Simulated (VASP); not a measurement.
```yaml
crystal:
  lattice:
    - [3.05968, 0.00000, 0.00000]
    - [0.00000, 3.05968, 0.00000]
    - [0.00000, 0.00000, 3.05968]
  atoms:
    - { symbol: Os, position: [0.00000, 0.00000, 0.00000] }
    - { symbol: Ti, position: [0.50000, 0.50000, 0.50000] }
```

The numbers are results of PBEsol GGA, VASP's PBE PAW potentials (set 64) (plane waves; VASP), not measurements. Settings: 530 eV cut-off, 11×11×11 Γ-centred mesh, first-order Methfessel-Paxton smearing of 0.10 eV, potentials Os Ti_sv.

Finite-difference elastic constants of metals are sensitive to mesh and smearing; shear constants can be off by tens of GPa.

Task: Give the elastic stiffness tensor with the ions relaxed (GPa, in the frame of the cell).

Result: 
```tsv
	xx	yy	zz	yz	xz	xy
xx	499	157	157	0.0	0.0	0.0
yy	157	499	157	0.0	0.0	0.0
zz	157	157	499	0.0	0.0	0.0
yz	0.0	0.0	0.0	124	0.0	0.0
xz	0.0	0.0	0.0	0.0	124	0.0
xy	0.0	0.0	0.0	0.0	0.0	124
```

Task: What does the run give for the Hill bulk modulus, Hill shear modulus, Young's modulus, Poisson's ratio?

Result: 
```yaml
hill_bulk_modulus: 271 GPa
hill_shear_modulus: 141 GPa
Young's modulus: 361 GPa
Poisson's ratio: 0.278
```

The structure comes from a measured TiOs entry (Pm-3m) of the Crystallography Open Database, whose conditions weren't checked. It was relaxed first.
